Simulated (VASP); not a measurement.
All values below come from r2SCAN meta-GGA, VASP's PBE PAW potentials (set 64) (plane waves; VASP).

A VASP calculation is set up with these files.

**KPOINTS**
```
Regular mesh
0
Gamma
11 11 5
0 0 0
```

### INCAR
```
LORBIT = 11   ! lm-projected
LREAL = .FALSE.   ! projection in real space or not
ISMEAR = -5   ! tetrahedra, Bloechl
NELM = 100
ISIF = 2   ! forces and stress, cell fixed
METAGGA = R2SCAN
EDIFF = 1E-7
LASPH = .TRUE.
LEFG = .TRUE.
LWAVE = .FALSE.
SYSTEM = SiO2
ENCUT = 520
NEDOS = 601
PREC = Accurate
LMIXTAU = .TRUE.
LCHARG = .FALSE.
ALGO = Normal   ! blocked Davidson
```

### POSCAR
```
SiO2
1
    2.6790649765    -0.0000000057    -0.0000000000
   -1.3395329996     2.3201388233     0.0000000000
    0.0000000000     0.0000000000     4.7157751601
Si O
1 2
Direct
  0.0000000000   0.0000000000   0.0000000000
  0.3333330000   0.6666670000   0.1910896432
  0.6666670000   0.3333330000   0.8089103568
```

**KPOINTS_OPT**
```
k-points along high-symmetry lines
6
Line-mode
Reciprocal
  0.000000   0.000000   0.000000 ! GAMMA
  0.500000   0.000000   0.000000 ! M

  0.500000   0.000000   0.000000 ! M
  0.333333   0.333333   0.000000 ! K

  0.333333   0.333333   0.000000 ! K
  0.000000   0.000000   0.000000 ! GAMMA

  0.000000   0.000000   0.000000 ! GAMMA
  0.000000   0.000000   0.500000 ! A

  0.000000   0.000000   0.500000 ! A
  0.500000   0.000000   0.500000 ! L

  0.500000   0.000000   0.500000 ! L
  0.333333   0.333333   0.500000 ! H

  0.333333   0.333333   0.500000 ! H
  0.000000   0.000000   0.500000 ! A

  0.500000   0.000000   0.500000 ! L
  0.500000   0.000000   0.000000 ! M

  0.333333   0.333333   0.500000 ! H
  0.333333   0.333333   0.000000 ! K
```

POTCAR, in this order: Si O (PBE.64 set). Program: vasp_std.

The resulting files:

OUTCAR:
```
 ion  position               nearest neighbor table
   1  0.000  0.000  0.000-   2 1.79   3 1.79   3 1.79   2 1.79   3 1.79   2 1.79
   2  0.333  0.667  0.191-   1 1.79   1 1.79   1 1.79
   3  0.667  0.333  0.809-   1 1.79   1 1.79   1 1.79
  LATTYP: Found a hexagonal cell.
 ALAT       =     2.6790649765
 C/A-ratio  =     1.7602317232
 Subroutine PRICEL returns:
 Original cell was already a primitive cell.
 Subroutine GETGRP returns: Found 12 space group operations
The static configuration has the point symmetry D_3d.
The dynamic configuration has the point symmetry D_3d.
 Subroutine INISYM returns: Found 12 space group operations
 Subroutine IBZKPT returns following result:
 Found     68 irreducible k-points:

 Following reciprocal coordinates:
            Coordinates               Weight
  0.000000  0.000000  0.000000      1.000000
  0.090909 -0.000000  0.000000      6.000000
  0.181818 -0.000000  0.000000      6.000000
  0.272727 -0.000000  0.000000      6.000000
  0.363636 -0.000000  0.000000      6.000000
  0.454545  0.000000  0.000000      6.000000
  0.090909  0.090909  0.000000      6.000000
  0.181818  0.090909  0.000000     12.000000
  0.272727  0.090909  0.000000     12.000000
  0.363636  0.090909  0.000000     12.000000
  0.454545  0.090909  0.000000      6.000000
  0.181818  0.181818  0.000000      6.000000
  0.272727  0.181818  0.000000     12.000000
  0.363636  0.181818  0.000000     12.000000
  0.272727  0.272727  0.000000      6.000000
  0.363636  0.272727  0.000000      6.000000
  0.000000  0.000000  0.200000      2.000000
  0.090909 -0.000000  0.200000      6.000000
  0.000000  0.090909  0.200000      6.000000
  0.181818 -0.000000  0.200000      6.000000
  0.000000  0.181818  0.200000      6.000000
  0.272727 -0.000000  0.200000      6.000000
...
```

File OSZICAR:
```
       N       E                     dE             d eps       ncg     rms          rms(c)
DAV:   1     0.584195217829E+02    0.58420E+02   -0.89242E+03  1640   0.125E+03
DAV:   2    -0.324925397473E+02   -0.90912E+02   -0.85545E+02  2128   0.270E+02
DAV:   3    -0.357436186946E+02   -0.32511E+01   -0.32360E+01  2124   0.531E+01
DAV:   4    -0.357675139520E+02   -0.23895E-01   -0.23884E-01  1888   0.516E+00
DAV:   5    -0.357677869343E+02   -0.27298E-03   -0.27293E-03  2140   0.520E-01    0.122E+01
DAV:   6    -0.299567695236E+02    0.58110E+01   -0.42498E+00  2068   0.179E+01    0.658E+00
DAV:   7    -0.283038153910E+02    0.16530E+01   -0.84192E-01  1860   0.109E+01    0.238E+00
DAV:   8    -0.302631591172E+02   -0.19593E+01   -0.60571E-01  1824   0.813E+00    0.145E+00
DAV:   9    -0.286674957916E+02    0.15957E+01   -0.25197E-01  1708   0.536E+00    0.303E-01
DAV:  10    -0.287768999273E+02   -0.10940E+00   -0.64574E-02  1652   0.340E+00    0.259E-01
DAV:  11    -0.287614583947E+02    0.15442E-01   -0.21372E-03  1976   0.613E-01    0.211E-01
DAV:  12    -0.287830236870E+02   -0.21565E-01   -0.91030E-03  1808   0.105E+00    0.684E-02
DAV:  13    -0.287831631912E+02   -0.13950E-03   -0.16922E-03  1980   0.577E-01    0.320E-02
DAV:  14    -0.287842563814E+02   -0.10932E-02   -0.67967E-04  1832   0.373E-01    0.350E-02
DAV:  15    -0.287844042000E+02   -0.14782E-03   -0.12856E-04  1760   0.174E-01    0.213E-02
DAV:  16    -0.287844753193E+02   -0.71119E-04   -0.29233E-05  1884   0.710E-02    0.939E-03
DAV:  17    -0.287844779277E+02   -0.26084E-05   -0.12371E-05  2024   0.344E-02    0.377E-03
DAV:  18    -0.287844834701E+02   -0.55425E-05   -0.12950E-06  1864   0.152E-02    0.253E-03
DAV:  19    -0.287844845298E+02   -0.10596E-05   -0.39198E-07  1756   0.929E-03    0.969E-04
DAV:  20    -0.287844852818E+02   -0.75200E-06   -0.12459E-07  1384   0.482E-03    0.278E-04
DAV:  21    -0.287844847528E+02    0.52896E-06   -0.40880E-08  1280   0.259E-03    0.252E-04
DAV:  22    -0.287844847198E+02    0.33045E-07   -0.11145E-08  1072   0.128E-03
   1 F= -.28784485E+02 E0= -.28784485E+02  d E =0.000000E+00
       N       E                     dE             ncg
```

File OUTCAR:
```
------------------------ aborting loop because EDIFF is reached ----------------------------------------
  FORCE on cell =-STRESS in cart. coord.  units (eV):
  Direction    XX          YY          ZZ          XY          YZ          ZX
  --------------------------------------------------------------------------------------
  Total       -0.0466092     -0.0466092     -0.0069010      0.0000000      0.0000000      0.0000000
  in kB       -2.5476018     -2.5476029     -0.3772002      0.0000006      0.0000000      0.0000000
  external PRESSURE =      -1.8241350 kB  Pullay stress =       0.0000000 kB
  volume of cell :       29.31
      direct lattice vectors                 reciprocal lattice vectors
     2.679064976 -0.000000006  0.000000000     0.373264557  0.215504429  0.000000000
    -1.339533000  2.320138823  0.000000000     0.000000001  0.431008693  0.000000000
     0.000000000  0.000000000  4.715775160     0.000000000  0.000000000  0.212054215
 POSITION                                       TOTAL-FORCE (eV/Angst)
 -----------------------------------------------------------------------------------
      0.00000      0.00000      0.00000        -0.000000      0.000000      0.000000
     -0.00000      1.54676      0.90114         0.000000      0.000000     -0.014076
      1.33953      0.77338      3.81464         0.000000     -0.000000      0.014076
 -----------------------------------------------------------------------------------
    total drift:                                0.000000      0.000000      0.000000
  FREE ENERGIE OF THE ION-ELECTRON SYSTEM (eV)
  ---------------------------------------------------
  free  energy   TOTEN  =       -28.7844847198 eV

  energy  without entropy=      -28.7844847198  energy(sigma->0) =      -28.78448472

 total charge

# of ion       s       p       d       tot
------------------------------------------
    1        0.587   0.879   0.000   1.466
    2        1.570   3.653   0.000   5.223
    3        1.570   3.653   0.000   5.223
--------------------------------------------------
tot          3.726   8.186   0.000  11.912

 Electric field gradients after diagonalization (V/A^2)
 (convention: |V_zz| > |V_xx| > |V_yy|)
----------------------------------------------------------------------
 ion       V_xx      V_yy      V_zz     asymmetry (V_yy - V_xx)/ V_zz
----------------------------------------------------------------------
   1      -9.673    -9.673    19.347       0.000
   2      33.225    33.220   -66.445       0.000
   3      33.225    33.220   -66.445       0.000
```
(Selected blocks of OUTCAR.)

### OUTCAR
```
 val. band max:        3.3920060283   @ k =   0.1818  -0.0000   0.0000

 cond. band min:      10.6043820241   @ k =   0.0000   0.0000   0.0000


 Fermi energy:         3.4432642750

 k-point     1 :       0.0000    0.0000    0.0000
  band No.  band energies     occupation
      1     -19.2164      2.00000
      2     -15.2166      2.00000
      3      -1.9459      2.00000
      4       0.9533      2.00000
      5       0.9533      2.00000
      6       2.1680      2.00000
      7       2.1680      2.00000
      8       3.0578      2.00000
      9      10.6044      0.00000
     10      12.7377      0.00000
     11      17.4896      0.00000
     12      17.9330      0.00000

 k-point     2 :       0.0909   -0.0000    0.0000
  band No.  band energies     occupation
      1     -19.0687      2.00000
      2     -15.1636      2.00000
      3      -1.8547      2.00000
      4       0.1955      2.00000
      5       0.7410      2.00000
      6       1.6916      2.00000
      7       2.1849      2.00000
      8       3.2567      2.00000
      9      11.1572      0.00000
     10      13.2072      0.00000
     11      16.6484      0.00000
     12      18.2344      0.00000

 k-point     3 :       0.1818   -0.0000    0.0000
  band No.  band energies     occupation
      1     -18.6392      2.00000
      2     -15.0316      2.00000
      3      -1.7191      2.00000
      4      -1.2905      2.00000
      5       0.2721      2.00000
      6       0.6915      2.00000
      7       2.1460      2.00000
      8       3.3920      2.00000
      9      12.3325      0.00000
     10      14.0796      0.00000
     11      15.9804      0.00000
     12      19.0351      0.00000

 k-point     4 :       0.2727   -0.0000    0.0000
  band No.  band energies     occupation
      1     -17.9754      2.00000
      2     -14.9076      2.00000
      3      -3.0151      2.00000
      4      -1.7785      2.00000
      5      -0.2265      2.00000
      6       0.1331      2.00000
...
```

The structure was generated: SiO2 was put into the CdI2 type (P-3m1), which need not be its known phase. It was relaxed first, which changed the volume by +13 %.
